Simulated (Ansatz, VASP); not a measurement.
BW5: VASP beside Ansatz

```
B W
1.0
     0.00000    3.65915    3.65915
     3.65915    0.00000    3.65915
     3.65915    3.65915    0.00000
B W
1 5
Direct
  0.00000 0.00000 0.00000
  0.75000 0.75000 0.75000
  0.87651 0.37450 0.37450
  0.37450 0.37450 0.37450
  0.37450 0.87651 0.37450
  0.37450 0.37450 0.87651
```

Change from the starting cell: species swapped into the TbCu5 type (F-43m, No. 216).

Alike in both runs: task relaxation of cell and atoms; functional PBE; k mesh 10 × 10 × 10; occupations gaussian, width 0.1 eV; no spin polarisation.

|  | VASP | Ansatz |
| --- | --- | --- |
| version | VASP 6.6.1 | Ansatz 0.2.0 |
| potentials or method | VASP PAW PBE potentials, release 64 (B, W_sv) | scalar-relativistic, plane waves, PAW |
| plane-wave cutoff (eV) | 600 | 420 |
| valence electrons in the cell | 73 | 73 |

|  | VASP | Ansatz | Ansatz less VASP |
| --- | --- | --- | --- |
| gap on the k mesh at the Fermi level, each at its own relaxed structure (eV) | none | none | - |
| relaxed volume (Å³/atom) | 16.40 | 16.35 | -0.048 |
| relaxed cell length with the largest relative difference (Å) | 5.182 | 5.177 | -0.0050 |

A gap of «none» marks a metal or a gap that the smearing closes.

The runs have no spin-orbit coupling, so splittings on W are missing.
